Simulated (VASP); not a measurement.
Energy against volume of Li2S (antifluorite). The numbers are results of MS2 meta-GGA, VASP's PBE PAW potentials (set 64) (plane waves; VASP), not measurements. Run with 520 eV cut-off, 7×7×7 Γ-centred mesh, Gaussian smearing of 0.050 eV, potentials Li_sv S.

| V (Å³/atom) | E (eV/atom) |
|---|---|
| 14.038 | -6.19513 |
| 14.487 | -6.20123 |
| 14.935 | -6.20301 |
| 15.383 | -6.20110 |

**Question.** Fit these four points and predict the energy of the run at 15.831 Å³/atom.

**Answer.** A cubic in V^(−2/3), the third-order Birch-Murnaghan form, passes through the four points with V0 = 14.92 Å³/atom and B0 = 44 GPa, and gives -6.1960 eV/atom there. The run gave -6.1959 eV/atom, +0.1 meV/atom from the fit; all five points give B0 = 44 GPa.

The compound is Li2S in the antifluorite structure. It was relaxed first.
